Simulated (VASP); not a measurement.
# GeB2C2 (P1) in VASP: phonon dispersion with PBE

Aim: the phonon dispersion of GeB2C2 with PBE.

Everything below comes from runs of VASP 6.6.1. Logs are shortened: lines on timing, memory, paths and dates and some standing lists are left out, and cuts for length are marked.

### Step 1. The crystal as given

The typed cell holds 40 atoms: a = 5.508 Å, b = 9.350 Å, c = 10.941 Å, α = 93.73°, β = 90.59°, γ = 90.00°.

The cell was built by a generator and needn't be a form met in nature.

### Step 2. Phonon dispersion, PBE

The input, INCAR:

```
PREC = Accurate
ENCUT = 520
EDIFF = 1E-7
ISMEAR = 0
SIGMA = 0.1
LREAL = Auto
LASPH = T
NELM = 100
ALGO = Normal
ISIF = 2
LWAVE = F
LCHARG = F
GGA = PE
IBRION = 6
NFREE = 2
POTIM = 0.015
NSW = 1
LPHON_DISPERSION = T
PHON_NWRITE = -3
```

The input, KPOINTS:

```
regular mesh
0
Gamma
  3 2 2
```

The input, POSCAR:

```
GeB2C2
1.0
    5.5082660000      0.0000000000      0.0000000000
   -0.0003300000      9.3499720000      0.0000000000
   -0.1128580000     -0.7120140000     10.9175420000
Ge B C
8 16 16
Direct
    0.4889945000      0.0096830000      0.0830170000
    0.4889945000      0.0096830000      0.5830170000
    0.4889945000      0.5096830000      0.0830170000
    0.4889945000      0.5096830000      0.5830170000
    0.9889945000      0.0096830000      0.0830170000
    0.9889945000      0.0096830000      0.5830170000
    0.9889945000      0.5096830000      0.0830170000
    0.9889945000      0.5096830000      0.5830170000
    0.2426075000      0.0854165000      0.2521640000
    0.2426075000      0.0854165000      0.7521640000
    0.2426075000      0.5854165000      0.2521640000
    0.2426075000      0.5854165000      0.7521640000
    0.7426075000      0.0854165000      0.2521640000
    0.7426075000      0.0854165000      0.7521640000
    0.7426075000      0.5854165000      0.2521640000
    0.7426075000      0.5854165000      0.7521640000
    0.4921005000      0.3290320000      0.2307555000
    0.4921005000      0.3290320000      0.7307555000
    0.4921005000      0.8290320000      0.2307555000
    0.4921005000      0.8290320000      0.7307555000
    0.9921005000      0.3290320000      0.2307555000
    0.9921005000      0.3290320000      0.7307555000
    0.9921005000      0.8290320000      0.2307555000
    0.9921005000      0.8290320000      0.7307555000
    0.4923260000      0.1640400000      0.2379145000
    0.4923260000      0.1640400000      0.7379145000
    0.4923260000      0.6640400000      0.2379145000
    0.4923260000      0.6640400000      0.7379145000
    0.9923260000      0.1640400000      0.2379145000
    0.9923260000      0.1640400000      0.7379145000
    0.9923260000      0.6640400000      0.2379145000
    0.9923260000      0.6640400000      0.7379145000
    0.2421400000      0.4155485000      0.2322145000
    0.2421400000      0.4155485000      0.7322145000
    0.2421400000      0.9155485000      0.2322145000
    0.2421400000      0.9155485000      0.7322145000
    0.7421400000      0.4155485000      0.2322145000
    0.7421400000      0.4155485000      0.7322145000
    0.7421400000      0.9155485000      0.2322145000
    0.7421400000      0.9155485000      0.7322145000
```

The input, QPOINTS:

```
path XGY,LGZ,NGM,RG
8
line-mode
reciprocal
 0.5000000000  0.0000000000  0.0000000000  X
 0.0000000000  0.0000000000  0.0000000000  G

 0.0000000000  0.0000000000  0.0000000000  G
 0.0000000000 -0.5000000000  0.0000000000  Y

 0.5000000000 -0.5000000000  0.0000000000  L
 0.0000000000  0.0000000000  0.0000000000  G

 0.0000000000  0.0000000000  0.0000000000  G
 0.0000000000  0.5000000000 -0.5000000000  Z

 0.5000000000  0.5000000000 -0.5000000000  N
 0.0000000000  0.0000000000  0.0000000000  G

 0.0000000000  0.0000000000  0.0000000000  G
 0.0000000000  0.0000000000 -0.5000000000  M

 0.5000000000  0.0000000000 -0.5000000000  R
 0.0000000000  0.0000000000  0.0000000000  G
```

Potentials or basis: VASP PAW PBE potentials, release 64 (Ge_d, B, C).

On the command line:

```sh
$ cat potpaw_PBE.64/Ge_d/POTCAR potpaw_PBE.64/B/POTCAR potpaw_PBE.64/C/POTCAR > POTCAR
$ mpirun -np 8 vasp_std > vasp.out
```

OUTCAR:

```text
PREC = Accurate
   ENCUT = 520
   EDIFF = 1E-7
   ISMEAR = 0
   LREAL = Auto
   LASPH = T
   NELM = 100
   ISIF = 2
   GGA = PE
   IBRION = 6
   NFREE = 2
   POTIM = 0.015
   NSW = 1

 ion  position               nearest neighbor table
   1  0.489  0.010  0.083-  25 2.15  35 2.35  39 2.35   9 2.38  13 2.38  19 2.41   5 2.75   5 2.75

   2  0.489  0.010  0.583-  26 2.15  36 2.35  40 2.35  10 2.38  14 2.38  20 2.41   6 2.75   6 2.75

   3  0.489  0.510  0.083-  27 2.15  33 2.35  37 2.35  11 2.38  15 2.38  17 2.41   7 2.75   7 2.75
[... 54 lines left out ...]
 A1 = (  -5.3954080000,   0.7120140000, -10.9175420000)
 A2 = (  -5.5082660000,   0.0000000000,   0.0000000000)
 A3 = (  -0.0003300000,   9.3499720000,   0.0000000000)

Analysis of symmetry for initial positions (statically):
=====================================================================
 Subroutine PRICEL returns following result:

  LATTYP: Found a triclinic cell.
 ALAT       =     6.0993875665
 B/A-ratio  =     0.4515425475
 C/A-ratio  =     0.7664681006
 COS(alpha) =     0.0000352942
 COS(beta)  =     0.0583832736
 COS(gamma) =     0.4422909629

  Lattice vectors:

 A1 = (  -2.6977040000,   0.3560070000,  -5.4587710000)
 A2 = (  -2.7541330000,   0.0000000000,   0.0000000000)
 A3 = (  -0.0001650000,   4.6749860000,   0.0000000000)

   8 primitive cells build up your supercell.

 Routine SETGRP: Setting up the symmetry group for a
 triclinic supercell.

 Subroutine GETGRP returns: Found  1 space group operations
 (whereof  1 operations were pure point group operations)
 out of a pool of  2 trial point group operations.

The static configuration has the point symmetry C_1 .

Analysis of symmetry for dynamics (positions and initial velocities):
=====================================================================
 Subroutine PRICEL returns following result:

  LATTYP: Found a triclinic cell.
 ALAT       =     6.0993875665
 B/A-ratio  =     0.4515425475
[... 531 lines left out ...]

 number of electron     224.0000139 magnetization

 Free energy of the ion-electron system (eV)
  ---------------------------------------------------
  ext. energy  EPLUGINS =         0.00000000
  ---------------------------------------------------
  free energy    TOTEN  =      -278.62534051 eV

  energy without entropy =     -278.62346681  energy(sigma->0) =     -278.62440366

 E-fermi :   2.8045     XC(G=0):  -8.9713

 val. band max:        2.6512218846   @ k =   0.0000   0.0000   0.0000
 cond. band min:       2.9583455003   @ k =   0.3333  -0.0000  -0.0000
 fundamental gap:      0.3071236157
 Fermi energy:         2.8045451880

 k-point     1 :       0.0000    0.0000    0.0000
  band No.  band energies     occupation
      1     -22.3627      2.00000
      2     -22.3626      2.00000
      3     -22.3623      2.00000
      4     -22.3589      2.00000
      5     -22.3011      2.00000
      6     -22.3010      2.00000
[... 1005 lines left out ...]
    123       6.0784      0.00000
    124       6.0938      0.00000
 [bands above 124 left out]

------------------------ aborting loop because EDIFF is reached ----------------------------------------

  FORCE on cell =-STRESS in cart. coord.  units (eV):
  Direction    XX          YY          ZZ          XY          YZ          ZX
  --------------------------------------------------------------------------------------
  -------------------------------------------------------------------------------------
  Total        3.4582112     -1.0023928     -1.1145517     -0.0032621     -0.1398902     -0.0110639
  in kB        9.8539875     -2.8562645     -3.1758553     -0.0092952     -0.3986096     -0.0315261
  external PRESSURE =       1.2739559 kB  Pullay stress =       0.0000000 kB
[... 55 lines left out ...]
  FREE ENERGIE OF THE ION-ELECTRON SYSTEM (eV)
  ---------------------------------------------------
  free  energy   TOTEN  =      -278.6253405077 eV

  energy  without entropy=     -278.6234668089  energy(sigma->0) =     -278.62440366

 INTERNAL STRAIN TENSORS FROM DISPLACED ATOMS
 ============================================

 INTERNAL STRAIN TENSOR FOR ION    1 for displacements in x,y,z  (eV/Angst):
          X           Y           Z          XY          YZ          ZX
  --------------------------------------------------------------------------------
  x     0.04553     0.00230    -0.00657     2.40142     0.00034     3.75076
  y     0.53748    -0.32099     2.60696    -0.00328     5.63695     0.00383
  z     3.24200     2.59874    20.65187     0.00395     2.08358    -0.00309
[... 8 lines left out ...]
 INTERNAL STRAIN TENSOR FOR ION   40 for displacements in x,y,z  (eV/Angst):
          X           Y           Z          XY          YZ          ZX
  --------------------------------------------------------------------------------
  x     0.06839    -0.03951    -0.11498    -5.79102    -0.02177     0.65624
  y    -3.73497     8.22727     0.81512     0.07109     2.69027    -0.01604
  z     0.29100     1.95016    -3.97249     0.05721     1.44264     0.02195

 Eigenvectors and eigenvalues of the dynamical matrix
 ----------------------------------------------------

   1 f  =   38.482199 THz   241.790789 2PiTHz 1283.627996 cm-1   159.149516 meV
             X         Y         Z           dx          dy          dz
      2.684139  0.031427  0.906342    -0.000000    0.007553   -0.000366
      2.627710 -0.324580  6.365113    -0.000000    0.007553   -0.000366
      2.683974  4.706413  0.906342     0.000000   -0.007553    0.000366
      2.627545  4.350406  6.365113     0.000000   -0.007553    0.000366
      5.438272  0.031427  0.906342    -0.000000    0.007553   -0.000366
      5.381843 -0.324580  6.365113    -0.000000    0.007553   -0.000366
[... 886 lines left out ...]
      1.307427  3.720027  2.535212     0.002843   -0.148630   -0.003933
      1.250998  3.364020  7.993983    -0.002843    0.148630    0.003933

 ELASTIC MODULI CONTR FROM IONIC RELAXATION (kBar)
 Direction    XX          YY          ZZ          XY          YZ          ZX
 --------------------------------------------------------------------------------
 XX        -110.9593     47.8252   -140.0502      0.4538      2.2947     -0.1995
 YY          47.8252   -182.7483   -111.3765      1.2437     -7.6690      1.2697
 ZZ        -140.0502   -111.3765   -850.0350      0.6168   -102.0747     -0.2677
 XY           0.4538      1.2437      0.6168   -117.5147      3.6674    -67.4649
 YZ           2.2947     -7.6690   -102.0747      3.6674   -224.0865      2.5957
 ZX          -0.1995      1.2697     -0.2677    -67.4649      2.5957   -165.9134
 --------------------------------------------------------------------------------
[... 385 lines left out ...]
 q-point No.           q_x           q_y           q_z  q-path length
          49      0.500000      0.000000     -0.500000       1.095131
  frequencies
   [THz]           1.474872      2.015599      2.516819      6.637646     10.410669     10.740611     11.340466     18.055863     18.716476     20.780011     21.645846     31.624157     34.133428     34.859401     38.161952
   [2Pi THz]       9.266895     12.664380     15.813638     41.705561     65.412162     67.485251     71.254250    113.448330    117.599085    130.564661    136.004864    198.700439    214.466651    219.028077    239.778614
   [cm-1]         49.196440     67.233137     83.952034    221.408046    347.262537    358.268231    378.277233    602.278747    624.314432    693.1
```

Wall time 29 min (8 MPI ranks of AMD EPYC 9R45 (Zen 5), shared host); peak memory 0.28 GiB.

What came out:

- Highest phonon frequency: 1284 cm⁻¹
- Most unstable mode: 29i cm⁻¹

Phonon frequencies in cm⁻¹ (negative: imaginary):
| q point | frequencies |
| --- | --- |
| (0.500, 0.000, 0.000) | -19 19 37 143 156 316 347 465 599 731 995 1025 1027 1182 1221 |
| (0.143, 0.000, 0.000) | -10 8 16 142 154 310 350 465 599 729 995 1025 1026 1182 1222 |
| (0.000, -0.143, 0.000) | -26 78 120 233 290 323 352 557 593 717 969 980 1055 1179 1208 |
| (0.000, -0.500, 0.000) | 80 110 196 308 338 588 632 645 671 790 806 996 1064 1074 1146 |
| (0.214, -0.214, 0.000) | 23 86 148 304 314 357 432 584 645 705 942 953 1062 1172 1192 |
| (0.000, 0.071, -0.071) | -28 64 88 171 220 306 356 489 601 725 956 1022 1055 1180 1223 |
| (0.000, 0.429, -0.429) | 79 132 192 333 365 446 488 561 633 895 955 1003 1042 1080 1160 |
| (0.286, 0.286, -0.286) | 85 102 170 301 360 383 591 605 666 691 842 1029 1071 1144 1203 |
| (0.000, 0.000, 0.000) | -2 -1 -1 142 154 309 350 465 599 729 995 1025 1026 1182 1222 |
| (0.000, 0.000, -0.357) | 24 82 86 236 293 344 421 477 661 715 761 1046 1149 1151 1272 |
| (0.357, 0.000, -0.357) | 30 82 86 233 293 346 422 476 661 717 762 1047 1149 1151 1266 |
| (0.000, 0.000, 0.000) | -2 -1 -1 142 154 309 350 465 599 729 995 1025 1026 1182 1222 |

Phonon frequencies at the corners of the path (cm⁻¹, interpolated; i marks imaginary ones):
```
point                                                    frequencies
    X  19i 19 37 143 156 316 347 465 599 731 995 1025 1027 1182 1221
    Γ   2i 1i 1i 142 154 309 350 465 599 729 995 1025 1026 1182 1222
    Y  80 110 196 308 338 588 632 645 671 790 806 996 1064 1074 1146
    L  81 118 196 303 338 587 631 645 671 789 806 996 1067 1074 1147
    Z  77 135 195 335 370 450 471 551 626 950 974 995 1040 1044 1152
    N  78 142 195 334 370 450 471 551 626 950 973 995 1041 1044 1152
    M   53 66 83 227 345 357 378 602 623 693 721 1054 1138 1163 1284
    R   49 67 84 221 347 358 378 602 624 693 722 1055 1139 1163 1273
```

Caveat: the k mesh is coarse (spacing up to 0.38 Å⁻¹), so the values aren't converged; some modes are imaginary; the long-range dipole term is left out, so LO-TO splitting is missing.
